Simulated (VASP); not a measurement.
Method: HSE06 screened hybrid, VASP's PBE PAW potentials (set 64) (plane waves; VASP 6.6.1).

VASP input:

### KPOINTS
```
Automatic mesh
0
Gamma
1 1 1
0 0 0
```

INCAR:
```
SYSTEM = BiSi63
PREC = Normal
ENCUT = 400
EDIFF = 1E-5
NELM = 50
ALGO = Normal
LREAL = Auto
LASPH = .TRUE.
ISMEAR = 0
SIGMA = 0.05
GGA = PE
LMAXMIX = 4
LWAVE = .FALSE.
LCHARG = .FALSE.
NELMIN = 4
ISYM = 0
NELECT = 256.0
HFSCREEN = 0.2
AEXX = 0.25
LHFCALC = .TRUE.
PRECFOCK = Fast
ISIF = 0
```

**POSCAR**
```
BiSi63
1
   10.9370747000     0.0000000000     0.0000000000
    0.0000000000    10.9370747000     0.0000000000
    0.0000000000     0.0000000000    10.9370747000
Si Bi
63 1
Direct
  0.4999704545   0.0001066244   0.0003104846
  0.6254800241   0.1234935093   0.1237440844
  0.7502446093   0.2496284635   0.0001241148
  0.8764347444   0.3744712227   0.1237246335
  0.7502812462   0.9999650830   0.2498787633
  0.8766219330   0.1235504462   0.3744916624
  0.9999771179   0.0000129517   0.9999996452
  0.1251261707   0.1251177482   0.1251321150
  0.2498499768   0.2498334529   0.0002556004
  0.3751062765   0.3750209143   0.1244568930
  0.4999579510   0.4999614045   0.0002010927
  0.6250769302   0.6250690299   0.1241541613
  0.7502639280   0.7502912463   0.0000258030
  0.8748905684   0.8748909444   0.1251587712
  0.2498637574   0.0003559617   0.2499000196
  0.3751698933   0.1245502574   0.3751629308
  0.4991900908   0.2466596621   0.2466109164
  0.6389928337   0.3615903598   0.3615297194
  0.7537795885   0.5013982398   0.2464209763
  0.8758927677   0.6251666837   0.3751719054
  0.4999619274   0.0000625675   0.4999959620
  0.6249245618   0.1242679981   0.6249920063
  0.7537843219   0.2463768901   0.5011982282
  0.8759508900   0.3749221530   0.6251342466
  0.7501646525   0.0001925911   0.7502283770
  0.8748970017   0.1251017046   0.8749154009
  0.9998450171   0.5000014808   0.0003803595
  0.1234175470   0.6255014109   0.1236157072
  0.2496610585   0.7503751567   0.0001592753
  0.3744749169   0.8766675846   0.1236540449
  0.0002186779   0.2498546540   0.2498419323
  0.1243525515   0.3750962899   0.3750971880
  0.2464841129   0.4990967289   0.2464447036
  0.3612974248   0.6390630179   0.3612554010
  0.5012906602   0.7538365506   0.2463453097
  0.6251167123   0.8758144560   0.3752162482
  0.9997360030   0.9999276970   0.4999789437
  0.1233312336   0.1232690701   0.6254983583
  0.2461906486   0.2463002878   0.4991145127
  0.3605621957   0.3609949726   0.6396505423
  0.6388567731   0.6387191935   0.6393765375
  0.7535400689   0.7535306149   0.4991896605
  0.8763915682   0.8765458375   0.6255637479
  0.2497816891   0.9999715133   0.7502863030
  0.3745003401   0.1234062366   0.8767671833
  0.5010973891   0.2462444870   0.7539437738
  0.6250285648   0.3748908556   0.8760768571
  0.7538936703   0.4987170413   0.7540275585
  0.8767010709   0.6255255595   0.8766875504
  0.0000129804   0.7503734829   0.2498434147
  0.1234813562   0.8767701817   0.3745056447
  0.9999952562   0.4999892474   0.4999957274
  0.1240719410   0.6251135273   0.6249767220
  0.2462903597   0.7538551214   0.5011043738
  0.3750225173   0.8758594434   0.6251023565
  0.0000434084   0.2497260681   0.7503372751
  0.1233248349   0.3745470976   0.8769337880
  0.2458945070   0.5014434993   0.7541721921
  0.3749884583   0.6251600925   0.8761034956
  0.4988789449   0.7538947806   0.7539773798
  0.6255256010   0.8767660417   0.8767248163
  0.0000218521   0.7503390765   0.7502225678
  0.1251157965   0.8749130122   0.8749081423
  0.4995480734   0.4999045203   0.5007078916
```

POTCAR, in this order: Si Bi (PBE.64 set). Program: vasp_gam. Read from the step before: WAVECAR.

Output

OSZICAR:
```
       N       E                     dE             d eps       ncg     rms          rms(c)
DAV:   1    -0.399850708139E+03   -0.39985E+03   -0.12891E+01   330   0.807E+00    0.197E+01
DAV:   2    -0.399954086540E+03   -0.10338E+00   -0.34789E-01   380   0.119E+00    0.128E+01
DAV:   3    -0.399940644524E+03    0.13442E-01   -0.13520E-02   371   0.212E-01    0.748E+00
DAV:   4    -0.399934095258E+03    0.65493E-02   -0.19998E-03   339   0.905E-02    0.430E+00
DAV:   5    -0.399931726249E+03    0.23690E-02   -0.65155E-04   363   0.526E-02    0.245E+00
DAV:   6    -0.399930911215E+03    0.81503E-03   -0.25373E-04   363   0.315E-02    0.140E+00
DAV:   7    -0.399930639496E+03    0.27172E-03   -0.99234E-05   363   0.192E-02    0.791E-01
DAV:   8    -0.399930554029E+03    0.85467E-04   -0.32812E-05   251   0.113E-02    0.452E-01
DAV:   9    -0.399930530791E+03    0.23238E-04   -0.13657E-05   203   0.752E-03    0.257E-01
DAV:  10    -0.399930526008E+03    0.47830E-05   -0.45353E-06   179   0.450E-03
   1 F= -.39993053E+03 E0= -.39993053E+03  d E =-.220584E-14
```

File OUTCAR:
```
------------------------ aborting loop because EDIFF is reached ----------------------------------------
  volume of cell :     1308.29
      direct lattice vectors                 reciprocal lattice vectors
    10.937074700  0.000000000  0.000000000     0.091432127  0.000000000  0.000000000
     0.000000000 10.937074700  0.000000000     0.000000000  0.091432127  0.000000000
     0.000000000  0.000000000 10.937074700     0.000000000  0.000000000  0.091432127
 POSITION                                       TOTAL-FORCE (eV/Angst)
 -----------------------------------------------------------------------------------
      5.46821      0.00117      0.00340         0.003629     -0.003214      0.002044
      6.84092      1.35066      1.35340        -0.009988     -0.004449     -0.013067
      8.20548      2.73021      0.00136         0.001079      0.006960     -0.009058
      9.58563      4.09562      1.35319         0.007828      0.012174     -0.012857
      8.20588     10.93669      2.73294         0.001778     -0.014788      0.003655
      9.58768      1.35128      4.09584         0.001328     -0.007151      0.013983
     10.93682      0.00014     10.93707         0.002540     -0.003499      0.004859
      1.36851      1.36842      1.36858        -0.021840     -0.014686     -0.021257
      2.73263      2.73245      0.00280        -0.001816     -0.001211      0.007311
      4.10257      4.10163      1.36119         0.000090      0.011250     -0.003410
      5.46808      5.46812      0.00220         0.005532      0.004300      0.001039
      6.83651      6.83643      1.35788        -0.010621     -0.002044      0.006573
      8.20569      8.20599      0.00028         0.001631     -0.000657      0.014192
      9.56874      9.56875      1.36887         0.019672      0.024365     -0.021179
      2.73278      0.00389      2.73318         0.001793      0.004666      0.004816
      4.10326      1.36222      4.10318        -0.001774     -0.004239      0.003056
      5.45968      2.69774      2.69720         0.015224     -0.011393     -0.001427
      6.98871      3.95474      3.95408        -0.113954      0.095389      0.098196
      8.24414      5.48383      2.69512        -0.003372     -0.022615      0.010068
      9.57970      6.83749      4.10328        -0.002833     -0.002747      0.001177
      5.46812      0.00068      5.46849         0.003652     -0.003109      0.009365
      6.83485      1.35913      6.83558        -0.005604      0.006427     -0.006954
      8.24420      2.69464      5.48164         0.000878     -0.000425     -0.013595
      9.58034      4.10055      6.83714        -0.006498      0.012328     -0.006447
      8.20461      0.00211      8.20530         0.000180      0.006222      0.005411
      9.56881      1.36825      9.56902         0.019151     -0.014460      0.021499
     10.93538      5.46855      0.00416         0.002720     -0.003116     -0.000619
      1.34983      6.84116      1.35199        -0.005244     -0.007097     -0.009258
      2.73056      8.20691      0.00174         0.007718     -0.007765     -0.013775
      4.09566      9.58818      1.35241         0.009364      0.007079     -0.006094
      0.00239      2.73268      2.73254         0.006030     -0.002375      0.002397
      1.36005      4.10246      4.10247        -0.001636      0.008630      0.003727
      2.69582      5.45866      2.69538        -0.008518      0.008855     -0.000241
      3.95154      6.98948      3.95108         0.102067     -0.109305      0.106305
      5.48265      8.24477      2.69430        -0.018463     -0.002686      0.005959
      6.83695      9.57885      4.10377        -0.011633      0.001483      0.002177
     10.93419     10.93628      5.46831         0.006498      0.001293      0.008513
      1.34888      1.34820      6.84112        -0.010373     -0.003323     -0.009374
      2.69261      2.69380      5.45885         0.002250      0.001871      0.019267
      3.94350      3.94823      6.99591         0.120785      0.111175     -0.127819
      6.98722      6.98572      6.99291        -0.107751     -0.095883     -0.116491
      8.24152      8.24142      5.45967         0.006275      0.003259      0.016398
      9.58516      9.58685      6.84184         0.008155      0.009407     -0.009393
      2.73188     10.93676      8.20594         0.000808     -0.011784      0.004105
      4.09594      1.34970      9.58927         0.011144     -0.005329      0.003536
      5.48054      2.69319      8.24594        -0.016896      0.003173     -0.000983
      6.83598      4.10021      9.58172        -0.007631      0.011449     -0.006082
      8.24539      5.45451      8.24686        -0.005492      0.016967     -0.002311
      9.58855      6.84142      9.58840         0.003204     -0.011064      0.007017
      0.00014      8.20689      2.73256        -0.013026     -0.004754      0.005417
      1.35052      9.58930      4.09600        -0.009093      0.006560      0.016864
     10.93702      5.46842      5.46849         0.001751     -0.000065      0.009778
      1.35698      6.83691      6.83542         0.007414     -0.003981     -0.006471
      2.69370      8.24497      5.48062        -0.000398     -0.001079     -0.007746
      4.10165      9.57934      6.83679         0.003717     -0.000888     -0.010257
      0.00047      2.73127      8.20649        -0.008430      0.002891      0.004748
      1.34881      4.09645      9.59109        -0.010009      0.012900      0.004078
      2.68937      5.48433      8.24844         0.015177     -0.024217     -0.007911
      4.10128      6.83742      9.58201         0.003832     -0.005147     -0.004803
      5.45628      8.24540      8.24631         0.019431     -0.010286     -0.000077
      6.84142      9.58926      9.58880        -0.016685      0.009316      0.008724
      0.00024      8.20651      8.20524         0.012358     -0.005998      0.005786
      1.36840      9.56899      9.56894        -0.021160      0.022935      0.021946
      5.46359      5.46749      5.47628         0.014054      0.003508     -0.015026
 -----------------------------------------------------------------------------------
    total drift:                               -0.002197     -0.013689     -0.042122
  FREE ENERGIE OF THE ION-ELECTRON SYSTEM (eV)
  ---------------------------------------------------
  free  energy   TOTEN  =      -399.9305260082 eV

  energy  without entropy=     -399.9305260082  energy(sigma->0) =     -399.93052601

  exchange ACFDT corr.  =         0.00000000  see jH, gK, PRB 81, 115126
```
(Selected blocks of OUTCAR.)

The cell is charged, with a uniform compensating background. The supercell is sampled at Γ alone, which is coarse: total energies, pressure and levels can be off, energies of defects by several tenths of an eV.

The cell is a supercell with a defect, built from Si (diamond): Bi_Si, charge +1. The cell's shape comes from a PBE relaxation. The run is not spin-polarised, so no state with unpaired spins was tried.
